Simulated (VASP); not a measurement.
# ZnCl3: single point with rev-vdW-DF2

Crystal: ZnCl3.

```
CELL_PARAMETERS angstrom
9.80571 0.00000 0.00000
-4.90285 8.49199 0.00000
0.00000 0.00000 2.90956
ATOMIC_POSITIONS crystal
Zn 0.66667 0.33333 0.75000
Zn 0.33333 0.66667 0.25000
Cl 0.16252 0.44349 0.75000
Cl 0.83748 0.55651 0.25000
Cl 0.44349 0.28096 0.25000
Cl 0.28096 0.83748 0.75000
Cl 0.55651 0.71904 0.75000
Cl 0.71904 0.16252 0.25000
```

The cell comes from a database or a generator and needn't be the stable form of this composition.

| Item | Value |
| --- | --- |
| Program | VASP 6.6.1 |
| Task | single point |
| Functional | rev-vdW-DF2 |
| Potentials or basis | VASP PAW PBE potentials, release 54 (Zn, Cl) |
| Cutoff | 520 eV |
| k mesh | 3 × 3 × 9 |
| Occupations | tetrahedron |
| Spin | no spin polarisation |

```json
{
 "Pressure": "-0.4 GPa",
 "Largest force": "0.087 eV/Å",
 "Band gap on the k mesh": "none (metal or under the smearing width)"
}
```

Forces in eV/Å, atoms in the order of the input:
```
Zn   0.000  0.000  0.000
Zn   0.000  0.000  0.000
Cl   0.014  0.086  0.000
Cl  -0.014 -0.086  0.000
Cl   0.082  0.031  0.000
Cl   0.067 -0.055  0.000
Cl  -0.082 -0.031  0.000
Cl  -0.067  0.055  0.000
```

Stress tensor (GPa, compression positive):
```
-1.01  0.00  0.00
 0.00 -1.01  0.00
 0.00  0.00  0.82
```

Levels at points of the mesh, in eV from the Fermi level:
| k point | band 31 | band 32 | band 33 | band 34 | band 35 | band 36 | band 37 | band 38 |
| --- | --- | --- | --- | --- | --- | --- | --- | --- |
| (0.00, 0.00, 0.00) | 0.65 | 0.65 | 0.66 | 0.66 | 3.98 | 4.81 | 6.91 | 7.15 |

Wall time 6.3 min on 1 thread of AMD EPYC 9R45 (Zen 5) (shared host), peak memory 1.1 GiB.

Caveat: the PAW data sets were made with another functional, which shifts forces and pressure a little; tetrahedron occupations give inexact forces and stress in metals.
